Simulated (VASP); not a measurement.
Consider the following.

```xyz
8
Lattice="-2.7767 2.7767 5.4543 2.7767 -2.7767 5.4543 2.7767 2.7767 -5.4543" Properties=species:S:1:pos:R:3 pbc="T T T"
Ga     0.0000     0.0000     5.4543
Ga     2.7767     0.0000     2.7272
Cu     0.0000     0.0000     0.0000
Cu     0.0000     2.7767     2.7272
Se     1.3883     1.3883     6.8179
Se     1.3883    -1.3883     4.0908
Se     1.3883     1.3883     1.3636
Se    -1.3883     1.3883     4.0908
```

Computed with PBE GGA, VASP's PBE PAW potentials (set 64) (plane waves; VASP). Settings: 300 eV cut-off, 3×3×3 Γ-centred mesh, Fermi-Dirac smearing of 0.010 eV, potentials Ga_d Cu Se.

### Question
Give the energies of bands 27 to 40 at the high-symmetry points, in eV from the valence-band maximum.

### Answer

```tsv
band	Γ	X	P	N	M	S	R
27	-2.22	-2.06	-2.12	-2.09	-2.29	-2.12	-2.07
28	-2.20	-2.06	-2.12	-2.04	-2.29	-2.07	-2.07
29	-2.09	-1.91	-1.89	-2.01	-2.04	-2.01	-1.97
30	-1.80	-1.91	-1.89	-1.91	-2.04	-1.86	-1.97
31	-1.76	-1.43	-1.43	-1.80	-1.32	-1.80	-1.50
32	-1.76	-1.43	-1.43	-1.45	-1.32	-1.71	-1.50
33	-1.65	-0.87	-0.91	-1.42	-1.31	-1.52	-0.91
34	-0.13	-0.87	-0.91	-1.31	-1.31	-1.29	-0.91
35	-0.13	-0.54	-0.72	-1.18	-0.98	-0.79	-0.75
36	0.00	-0.54	-0.72	-0.60	-0.98	-0.60	-0.75
37	0.40	1.28	1.74	2.34	1.91	2.02	1.57
38	1.85	1.28	1.74	2.69	1.91	2.54	1.57
39	2.31	3.40	3.13	3.25	1.91	2.55	3.94
40	4.01	3.40	3.13	4.21	1.91	3.48	3.94
```

The gap is direct, 0.40 eV, from the valence maximum at Γ to the conduction minimum at Γ.

The structure is a typed CuGaSe2 crystal. The cell was not relaxed at this level. The k-mesh is coarse (spacing up to 0.53 per Å, 2π included), so the numbers may not be converged in it.
